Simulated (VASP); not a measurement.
AgPd (space group R-3m): computed properties

The numbers are results of LDA (Ceperley-Alder, Perdew-Zunger), VASP's LDA PAW potentials (set 64) (plane waves; VASP 6.6.1), not measurements.

For AgPd, the space group is R-3m (166), the cell comes out as a = b = 2.761 Å, c = 13.587 Å, α = β = 90.00°, γ = 120.00° and the volume per atom is 14.95 Å³/atom. The band gap (over mesh and band path) is none (metal, semimetal or under 0.01 eV), the band gap with spin-orbit coupling comes out as none (metallic) and the density comes out as 11.90 g/cm³.

```yaml
crystal:
  lattice:
    - [1.38036, 0.79695, 4.52886]
    - [-1.38036, 0.79695, 4.52886]
    - [0.00000, -1.59391, 4.52886]
  atoms:
    - { symbol: Ag, position: [0.00000, 0.00000, 0.00000] }
    - { symbol: Pd, position: [0.50000, 0.50000, 0.50000] }
```

The structure comes from a computed database's AgPd entry (R-3m); how it stands against other phases isn't given here. It was relaxed first, which changed the volume by -7 %. Symmetry was kept, so distortions that lower it aren't found. The electron count is odd and the run is not spin-polarised, which forces a metal.
